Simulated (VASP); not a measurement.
Runs of VASP 6.6.1 on BSiH5. The cell holds a molecule in a box, 7 atoms: a = 12.000 Å, b = 13.000 Å, c = 12.000 Å, α = 90.00°, β = 90.00°, γ = 90.00°. 

| task | level | potentials or basis | cell | cutoff (eV) | grid for exact exchange (PRECFOCK) | screening parameter | gap on the mesh (eV) | largest force (eV/Å) |
| --- | --- | --- | --- | --- | --- | --- | --- | --- |
| atomic charges | PBE+TS | VASP PAW PBE potentials, release 64 (B, Si, H) | as given | 520 | - | - | 3.74 | 0.15 |
| relaxation of the atoms | r2SCAN+D3(BJ) | VASP PAW PBE potentials, release 64 (B, Si, H) | atoms relaxed | 520 | - | - | 4.37 | 0.01 |
| single point | HSE06+D4 | VASP PAW PBE potentials, release 64 (B, Si, H) | as given | 520 | Fast | 0.2 1/A | 5.21 | (b) |
| single point | PBE | VASP PAW PBE potentials, release 64 (B, Si, H) | atoms moved at random, drawn with an rms of 0.05 Å | 520 | - | - | 3.66 | 2.18 |
| single point | PBE | VASP PAW PBE potentials, release 64 (B, Si, H) | as given | 520 | - | - | 3.74 | 0.16 |
| single point | vdW-DF2 | VASP PAW PBE potentials, release 64 (B_s, Si, H_s) | as given | 400 | - | - | 3.95 | (a) |
| electron localisation function | PBE | VASP PAW PBE potentials, release 64 (B, Si, H) | as given | 520 | - | - | 3.74 | 0.16 |
| single point | PBE+TS | VASP PAW PBE potentials, release 64 (B_s, Si, H_s) | as given | 400 | - | - | 3.75 | 0.15 |
| relaxation of the atoms | PBE | VASP PAW PBE potentials, release 64 (B, Si, H) | atoms relaxed from: atoms moved at random, drawn with an rms of 0.02 Å | 520 | - | - | 3.74 | 0.01 |

Alike in all rows: no spin polarisation; k mesh 1 × 1 × 1; smearing gaussian 0.01 eV.

Problem. Estimate the missing entries.

Solution. (a) 0.30; (b) 0.06.

Caveats: the PAW data sets were made with another functional, which shifts forces and pressure a little (some runs).

